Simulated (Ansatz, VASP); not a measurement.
# B2O3 (glassy B2O3): VASP beside Ansatz, part 2 of 2

Aim: how closely do two programs agree when they are given the same cell, functional and k mesh? Of the first pair: The structure shown is the start of the Ansatz relaxation below; VASP solves that cell, so the two are compared at the walk's first step.

VASP 6.6.1 and Ansatz 0.2.0.

So far. Step 3 (VASP: single point, PBE, start cell, pair 1): The run ends at a pressure of 1.98 GPa, with forces up to 0.39 eV/Å.

## 5. Ansatz: relaxation, PBE

Level of this step: Ansatz beside VASP: Kohn-Sham DFT, plane waves, PBE (Ansatz).

This run makes the geometry at which the two programs are then compared.

The structure compared here is the end of the Ansatz relaxation.

input.yaml reads:

```yaml
crystal:
  lattice:
    - [11.25984, 0.06134, -0.15558]
    - [0.06073, 12.16991, -0.06787]
    - [-0.15402, -0.06787, 12.46953]
  atoms:
    - { symbol: B, position: [0.36482, 0.32786, 0.63108] }
    - { symbol: B, position: [0.38656, 0.70191, 0.95216] }
    - { symbol: B, position: [0.51294, 0.93792, 0.55862] }
    - { symbol: B, position: [0.45412, 0.98564, 0.99792] }
    - { symbol: B, position: [0.27507, 0.64562, 0.61399] }
    - { symbol: B, position: [0.28261, 0.88463, 0.90826] }
    - { symbol: B, position: [0.95497, 0.52459, 0.9948] }
    - { symbol: B, position: [0.89994, 0.59549, 0.50909] }
    - { symbol: B, position: [0.25191, 0.65987, 0.34285] }
    - { symbol: B, position: [0.89864, 0.99655, 0.17413] }
    - { symbol: B, position: [0.98795, 0.95666, 0.67614] }
    - { symbol: B, position: [0.96063, 0.13758, 0.77897] }
    - { symbol: B, position: [0.62913, 0.09421, 0.92633] }
    - { symbol: B, position: [0.71411, 0.42659, 0.34397] }
    - { symbol: B, position: [0.73785, 0.57182, 0.02505] }
    - { symbol: B, position: [0.67967, 0.7431, 0.47163] }
    - { symbol: B, position: [0.08406, 0.50324, 0.16228] }
    - { symbol: B, position: [0.72012, 0.77039, 0.08079] }
    - { symbol: B, position: [0.90786, 0.32922, 0.27963] }
    - { symbol: B, position: [0.76268, 0.43923, 0.53601] }
    - { symbol: B, position: [0.70757, 0.09835, 0.11821] }
    - { symbol: B, position: [0.77375, 0.74975, 0.27312] }
    - { symbol: B, position: [0.15996, 0.15568, 0.10479] }
    - { symbol: B, position: [0.46187, 0.34266, 0.96571] }
    - { symbol: B, position: [0.54251, 0.14907, 0.25357] }
    - { symbol: B, position: [0.97292, 0.77336, 0.87477] }
    - { symbol: B, position: [0.74389, 0.23633, 0.59638] }
    - { symbol: B, position: [0.59841, 0.14496, 0.73285] }
    - { symbol: B, position: [0.43135, 0.87956, 0.16481] }
    - { symbol: B, position: [0.37032, 0.26273, 0.31699] }
[... 114 atom lines left out ...]
    - { symbol: O, position: [0.2311, 0.07376, 0.14602] }
    - { symbol: O, position: [0.01948, 0.55042, 0.24117] }
    - { symbol: O, position: [0.13668, 0.22591, 0.45444] }
    - { symbol: O, position: [0.73727, 0.81031, 0.18365] }
    - { symbol: O, position: [0.59804, 0.9604, 0.48533] }
    - { symbol: O, position: [0.32618, 0.18169, 0.37856] }
kpoints:
  mp_grid: { grid: [1, 1, 1] }
hamiltonian:
  xc: pbe
scf:
  occupations: { method: fixed }
output:
  forces: true
  eigenvalues: true
  stress: true
relax:
  f_tol: 0.05
  max_steps: 70
```

Started as:

```bash
$ ansatz run input.yaml --threads 4 --pin off --max-ram 8192MiB --backend cpu --events-out ev --progress --plain --runs-dir out
```

Numbers of over 12 decimals in the logs are rounded to 6 here.

The log of the run:

```text
[...]
Crystal: 150 atoms, lattice volume = 1708.326 Å³
Basis set: ecut = 420 eV, 33377 PW (Γ), exchange–correlation on 160×180×180 points (8 copies of the dense FFT grid, shifted against one another)
Bands: 510, of which v1, the nominal top of the filled ones, is band 360 counted from 1 (359 counted from 0)
Symmetry: 1 space group operations
[...]
k-points: 1
[...]
- { symbol: O, position: [0.874749, 0.205882, 0.819857] }
    - { symbol: O, position: [0.519303, 0.535297, 0.583662] }
    - { symbol: O, position: [0.665562, 0.496431, 0.978938] }
    - { symbol: O, position: [0.297899, 0.383384, 0.556505] }
    - { symbol: O, position: [0.386121, 0.628201, 0.036063] }
    - { symbol: O, position: [0.250369, 0.858416, 0.458394] }
    - { symbol: O, position: [0.108912, 0.421335, 0.472406] }
[...]
- { symbol: O, position: [0.134606, 0.225419, 0.456589] }
    - { symbol: O, position: [0.739289, 0.813268, 0.183398] }
    - { symbol: O, position: [0.599161, 0.960372, 0.484696] }
    - { symbol: O, position: [0.325669, 0.179362, 0.381065] }
```

## 6. VASP: single point, PBE, relaxed cell, pair 2

The same cell, functional and mesh now go to VASP, with its own data sets.

INCAR reads:

```
SYSTEM = B2O3
PREC = Accurate
ENCUT = 600
EDIFF = 1E-06
NELM = 120
ISMEAR = 0
SIGMA = 0.01
LREAL = Auto
ALGO = Normal
GGA = PE
NBANDS = 465
LORBIT = 11
LWAVE = .FALSE.
LCHARG = .FALSE.
ISIF = 2
LASPH = .TRUE.
GGA_COMPAT = .FALSE.
EFERMI = MIDGAP
```

POSCAR reads:

```
B2O3
1.0
   11.2598400000      0.0613400000     -0.1555800000
    0.0607300000     12.1699100000     -0.0678700000
   -0.1540200000     -0.0678700000     12.4695300000
B O
60 90
Direct
    0.3645900000      0.3270100000      0.6312100000
    0.3860300000      0.7008200000      0.9526300000
    0.5125000000      0.9379000000      0.5572100000
    0.4552200000      0.9849700000      0.9985300000
    0.2735400000      0.6454500000      0.6136800000
    0.2816000000      0.8842700000      0.9092500000
    0.9559800000      0.5251600000      0.9946500000
    0.9017100000      0.5970500000      0.5087100000
    0.2512600000      0.6581100000      0.3426100000
    0.9005800000      0.9982900000      0.1746500000
    0.9869000000      0.9572600000      0.6761900000
    0.9609300000      0.1390500000      0.7771500000
    0.6302800000      0.0949600000      0.9265600000
    0.7140900000      0.4254200000      0.3443400000
    0.7375400000      0.5742000000      0.0259000000
    0.6797800000      0.7424600000      0.4702800000
    0.0861700000      0.5031500000      0.1617800000
    0.7199700000      0.7730600000      0.0809900000
    0.9081700000      0.3290200000      0.2787100000
    0.7634400000      0.4411900000      0.5360900000
    0.7083400000      0.0995100000      0.1182100000
    0.7753800000      0.7515500000      0.2723600000
    0.1582800000      0.1532000000      0.1037500000
    0.4607600000      0.3425000000      0.9672300000
    0.5421700000      0.1484400000      0.2532600000
    0.9716100000      0.7729100000      0.8756600000
    0.7467200000      0.2386200000      0.5967300000
    0.6006800000      0.1456300000      0.7327900000
    0.4340600000      0.8794000000      0.1658400000
    0.3693800000      0.2608800000      0.3196200000
[... 114 atom lines left out ...]
    0.2296000000      0.0727100000      0.1480000000
    0.0206200000      0.5497800000      0.2407000000
    0.1346100000      0.2254200000      0.4565900000
    0.7392900000      0.8132700000      0.1834000000
    0.5991600000      0.9603700000      0.4847000000
    0.3256700000      0.1793600000      0.3810600000
```

KPOINTS reads:

```
Automatic mesh
0
Gamma
1 1 1
0 0 0
```

Potentials, in the order of the species: B and O (PBE family, release 64).

Started as:

```bash
$ export OMP_NUM_THREADS=3
$ mpirun -np 1 vasp_gam
```

The log of the run:

```text
[... set-up lines as in an earlier step ...]
 entering main loop
       N       E                     dE             d eps       ncg     rms          rms(c)
DAV:   1     0.727306454916E+04    0.72731E+04   -0.47347E+05   946   0.172E+03
DAV:   2    -0.677122797223E+03   -0.79502E+04   -0.76201E+04  1147   0.416E+02
DAV:   3    -0.129984354366E+04   -0.62272E+03   -0.61671E+03  1068   0.122E+02
DAV:   4    -0.131198900467E+04   -0.12145E+02   -0.12098E+02  1076   0.182E+01
[...]
DAV:  16    -0.119845469447E+04    0.39909E-05   -0.76200E-05  1052   0.213E-02    0.108E-02
DAV:  17    -0.119845469204E+04    0.24262E-05   -0.83838E-06  1068   0.105E-02    0.448E-03
DAV:  18    -0.119845469190E+04    0.14358E-06   -0.33992E-06   892   0.570E-03
   1 F= -.11984547E+04 E0= -.11984547E+04  d E =0.000000E+00
```

Parts of OUTCAR (step 6):

```text
  FREE ENERGIE OF THE ION-ELECTRON SYSTEM (eV)
  ---------------------------------------------------
  free  energy   TOTEN  =     -1198.4546918980 eV

  energy  without entropy=    -1198.4546918980  energy(sigma->0) =    -1198.45469190
```

The run ends at a pressure of 0.29 GPa, with forces up to 0.13 eV/Å.

## 7. Comparison

What differs besides the data sets and the points named for the pairs above, as far as they apply: the cutoff is 420 eV in Ansatz and 600 eV in VASP (PREC = Accurate, projectors in real space). Total energies have different zeros and are not compared.

Both answers:

```tsv
quantity	Ansatz	VASP	difference
pressure (GPa)	0.44	0.29	+0.15
gap on the k mesh (eV)	5.653	5.621	+0.032
```

Forces on 7 of the 150 atoms, those with the largest forces and the largest differences (eV/Å; atoms numbered as in POSCAR):

```tsv
atom	Ansatz x, y, z	VASP x, y, z
B11	-0.014, -0.011, -0.006	-0.062, -0.047, -0.053
B12	-0.010, -0.008, 0.003	-0.062, -0.045, -0.026
B20	0.002, -0.008, 0.007	-0.027, -0.009, 0.092
B31	0.002, -0.006, -0.005	0.051, -0.053, 0.032
B41	0.018, 0.014, 0.016	0.038, 0.093, 0.075
B51	0.002, 0.000, 0.021	0.033, -0.068, 0.044
B53	0.029, -0.003, 0.001	0.049, 0.057, -0.062
```

The forces differ by 23 meV/Å r.m.s., where the r.m.s. force is 0.009 eV/Å in Ansatz and 0.025 eV/Å in VASP: the atoms lie near their places of rest in Ansatz, so a percentage would say little (all taken over all components). A gap on the mesh is an upper bound, since the band edges may lie between its points.

## 8. Outcome

```json
{
  "r.m.s. force difference (single point, PBE, start cell, pair 1)": "23 meV/Å",
  "r.m.s. force difference (single point, PBE, relaxed cell, pair 2)": "23 meV/Å"
}
```

**Reading.** The r.m.s. force difference is 23 meV/Å (single point, PBE, start cell, pair 1), beyond the 12 meV/Å picked in this series as the mark of a large difference. What causes the difference of the single point, PBE, start cell, pair 1 pair stays open here. What causes the difference of the single point, PBE, relaxed cell, pair 2 pair stays open here. Such differences can come from data sets, numerical settings and the points named under the comparisons, not from the functional's error against experiment.

[Lines on the potential files, build, host, timing and source positions are cut from VASP's logs without a mark.]

[Logs are printed without paths, hosts, clocks, repeated set-up lines and the standing remarks that a program may print on its own settings, such as how far it seeks lower states.]

[Hosts, paths, dates, database ids (printed as entryN), source tags and the programs' standing remarks are cut or masked in the printed files.]
